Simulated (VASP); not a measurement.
All values below come from PBEsol GGA, VASP's PBE PAW potentials (set 64) (plane waves; VASP).

The input files of a VASP run:

INCAR:
```
! general
SYSTEM   =  Be5Au
PREC     =  Accurate
ENCUT    =  400
LREAL    =  .False.
LASPH    =  .True.

! electronic loop
EDIFF    =  1E-7
NELM     =  100   ! most electronic steps
ALGO     =  Normal   ! blocked Davidson
LMAXMIX  =  6   ! l cut-off of mixed one-centre charges

! smearing
ISMEAR   =  -5

! functional
GGA      =  PS

! ions
ISIF     =  2   ! forces and stress, cell fixed

! output
LWAVE    =  .False.
LCHARG   =  .True.
LORBIT   =  11
NEDOS    =  601

! other
LEFG     =  .True.
```

File POSCAR:
```
Be5Au
1
   -0.0000000000     3.0376021170     3.0376021170
    3.0376021170     0.0000000000     3.0376021170
    3.0376021170     3.0376021170     0.0000000000
Be Au
5 1
Direct
  0.2500000000   0.2500000000   0.2500000000
  0.6247733796   0.6247733796   0.6247733796
  0.1256798612   0.6247733796   0.6247733796
  0.6247733796   0.1256798612   0.6247733796
  0.6247733796   0.6247733796   0.1256798612
  1.0000000000   1.0000000000   1.0000000000
```

**KPOINTS**
```
Automatic mesh
0
Gamma
10 10 10
0 0 0
```

POTCAR, in this order: Be Au (PBE.64 set). Program: vasp_std.

The resulting files:

### OSZICAR
```
       N       E                     dE             d eps       ncg     rms          rms(c)
DAV:   1     0.509176494887E+02    0.50918E+02   -0.78793E+03  1356   0.105E+03
DAV:   2    -0.268841076889E+02   -0.77802E+02   -0.75724E+02  1546   0.211E+02
DAV:   3    -0.297155653108E+02   -0.28315E+01   -0.28023E+01  1848   0.444E+01
DAV:   4    -0.297392409208E+02   -0.23676E-01   -0.23652E-01  1514   0.425E+00
DAV:   5    -0.297395902965E+02   -0.34938E-03   -0.34869E-03  1858   0.482E-01    0.158E+01
DAV:   6    -0.253163004439E+02    0.44233E+01   -0.46697E+01  1388   0.656E+01    0.136E+01
DAV:   7    -0.246923246733E+02    0.62398E+00   -0.41660E+00  1418   0.230E+01    0.340E+00
DAV:   8    -0.246484680997E+02    0.43857E-01   -0.34673E-01  1682   0.541E+00    0.874E-01
DAV:   9    -0.246351746051E+02    0.13293E-01   -0.24251E-02  1706   0.187E+00    0.341E-01
DAV:  10    -0.246340475227E+02    0.11271E-02   -0.19846E-03  1574   0.393E-01    0.506E-02
DAV:  11    -0.246340070849E+02    0.40438E-04   -0.11645E-04  1742   0.798E-02    0.186E-02
DAV:  12    -0.246340111076E+02   -0.40226E-05   -0.49059E-06  1622   0.158E-02    0.796E-03
DAV:  13    -0.246340065757E+02    0.45319E-05   -0.36742E-06  1670   0.212E-02    0.590E-04
DAV:  14    -0.246340069928E+02   -0.41710E-06   -0.17318E-07  1128   0.409E-03    0.469E-04
DAV:  15    -0.246340071410E+02   -0.14818E-06   -0.18282E-08   952   0.149E-03    0.948E-05
DAV:  16    -0.246340072257E+02   -0.84709E-07   -0.37219E-09   862   0.609E-04
   1 F= -.24634007E+02 E0= -.24634007E+02  d E =0.000000E+00
```

### OUTCAR
```
------------------------ aborting loop because EDIFF is reached ----------------------------------------
  FORCE on cell =-STRESS in cart. coord.  units (eV):
  Direction    XX          YY          ZZ          XY          YZ          ZX
  --------------------------------------------------------------------------------------
  Total       -0.0517144     -0.0517144     -0.0517144      0.0000000      0.0000000      0.0000000
  in kB       -1.4780852     -1.4780852     -1.4780852      0.0000000      0.0000000      0.0000000
  external PRESSURE =      -1.4780852 kB  Pullay stress =       0.0000000 kB
  volume of cell :       56.06
      direct lattice vectors                 reciprocal lattice vectors
     0.000000000  3.037602117  3.037602117    -0.164603520  0.164603520  0.164603520
     3.037602117  0.000000000  3.037602117     0.164603520 -0.164603520  0.164603520
     3.037602117  3.037602117  0.000000000     0.164603520  0.164603520 -0.164603520
 POSITION                                       TOTAL-FORCE (eV/Angst)
 -----------------------------------------------------------------------------------
      1.51880      1.51880      1.51880        -0.000000      0.000000     -0.000000
      3.79563      3.79563      3.79563         0.001173      0.001173      0.001173
      3.79563      2.27958      2.27958         0.001173     -0.001173     -0.001173
      2.27958      3.79563      2.27958        -0.001173      0.001173     -0.001173
      2.27958      2.27958      3.79563        -0.001173     -0.001173      0.001173
      0.00000      0.00000      0.00000        -0.000000      0.000000     -0.000000
 -----------------------------------------------------------------------------------
    total drift:                               -0.000000     -0.000000      0.000000
  FREE ENERGIE OF THE ION-ELECTRON SYSTEM (eV)
  ---------------------------------------------------
  free  energy   TOTEN  =       -24.6340072257 eV

  energy  without entropy=      -24.6340072257  energy(sigma->0) =      -24.63400723

 total charge

# of ion       s       p       d       tot
------------------------------------------
    1        0.333   0.552   0.000   0.885
    2        0.406   0.766   0.000   1.172
    3        0.406   0.766   0.000   1.172
    4        0.406   0.766   0.000   1.172
    5        0.406   0.766   0.000   1.172
    6        0.652   0.718   8.556   9.925
--------------------------------------------------
tot          2.610   4.332   8.556  15.498

 Electric field gradients after diagonalization (V/A^2)
 (convention: |V_zz| > |V_xx| > |V_yy|)
----------------------------------------------------------------------
 ion       V_xx      V_yy      V_zz     asymmetry (V_yy - V_xx)/ V_zz
----------------------------------------------------------------------
   1       0.000     0.000    -0.000       0.000
   2       3.063     3.063    -6.127       0.000
   3       3.063     3.063    -6.127       0.000
   4       3.063     3.063    -6.127       0.000
   5       3.063     3.063    -6.127       0.000
   6       0.001     0.001    -0.002       0.000
```
(Selected blocks of OUTCAR.)

For a metal the tetrahedron method with Blöchl corrections gives inexact stress and forces.

The compound is Be5Au in the sg216 structure. It was relaxed first. The electron count is odd and the run is not spin-polarised, which forces a metal.
